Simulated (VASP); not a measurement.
The system is LiPb.

```
Li Pb
1.0
     3.48418    0.00000    0.00000
     0.00000    3.48418    0.00000
     0.00000    0.00000    3.48418
Li Pb
1 1
Direct
  0.00000 0.00000 0.00000
  0.50000 0.50000 0.50000
```

The cell was built by a generator and needn't be a form met in nature.

* Program: VASP 6.6.1
* Task: relaxation of cell and atoms
* Functional: r2SCAN
* Potentials or basis: VASP PAW PBE potentials, release 64 (Li_sv, Pb_d)
* Cutoff: 600 eV
* k mesh: 5 × 5 × 5
* Occupations: fermi-dirac, width 0.1 eV
* Spin: no spin polarisation

At the start: pressure 1.3 GPa; volume 21.15 Å³/atom.

Task: Where does the relaxation end?

Result: Over 3 steps the energy falls by 2.3 meV/atom and the volume is 21.76 Å³/atom (+2.9 %); space group Pm-3m (No. 221, to 0.05 Å).

Step by step:
| step | energy change (eV) | largest force (eV/Å) | pressure (GPa) | volume (Å³) |
| --- | --- | --- | --- | --- |
| 1 | 0.0000 | 0.0000 | 1.27 | 42.30 |
| 2 | -0.0044 | 0.0000 | 0.16 | 43.33 |
| 3 | -0.0046 | 0.0000 | 0.02 | 43.51 |

Final structure:
```
CELL_PARAMETERS angstrom
3.51724 0.00000 0.00000
0.00000 3.51724 0.00000
0.00000 0.00000 3.51724
ATOMIC_POSITIONS crystal
Li 0.00000 0.00000 0.00000
Pb 0.50000 0.50000 0.50000
```

Caveat: the k mesh is coarse (spacing up to 0.36 Å⁻¹), so the values aren't converged; the cutoff is under 1.25 times the usual one of these potentials, so pressure, stress and relaxed cells hold a basis-set (Pulay) error; the PAW data sets were made with another functional, which shifts forces and pressure a little.
